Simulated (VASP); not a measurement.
Input:

```
CELL_PARAMETERS angstrom
     -2.04838     2.04838     5.02556
      2.04838    -2.04838     5.02556
      2.04838     2.04838    -5.02556
ATOMIC_POSITIONS crystal
  Ca 0.00000 0.00000 0.00000
  Zn 0.25000 0.75000 0.50000
  Zn 0.75000 0.25000 0.50000
  Si 0.61486 0.61486 0.00000
  Si 0.38514 0.38514 0.00000
```

All values below come from PBEsol GGA, VASP's PBE PAW potentials (set 64) (plane waves; VASP 6.6.1). Settings: 480 eV cut-off, 10×10×10 Γ-centred mesh, first-order Methfessel-Paxton smearing of 0.10 eV, potentials Ca_sv Zn Si.

**Question.** Predict the energy per atom (σ→0), pressure, band gap (on the k-mesh) with the smallest direct gap where there is one.

**Answer.** 
The band gap (on the k-mesh) is none (metal, semimetal or under 0.01 eV) and the energy per atom (σ→0) is -355.0 kJ/mol of atoms. The pressure is 3.31 GPa.

Total energies compare only between runs with the same potentials, cut-off and functional.

The structure comes from a computed database's CaZn2Si2 entry (I4/mmm); how it stands against other phases isn't given here. This cell was strained or had an atom moved on purpose. Symmetry was kept, so distortions that lower it aren't found.
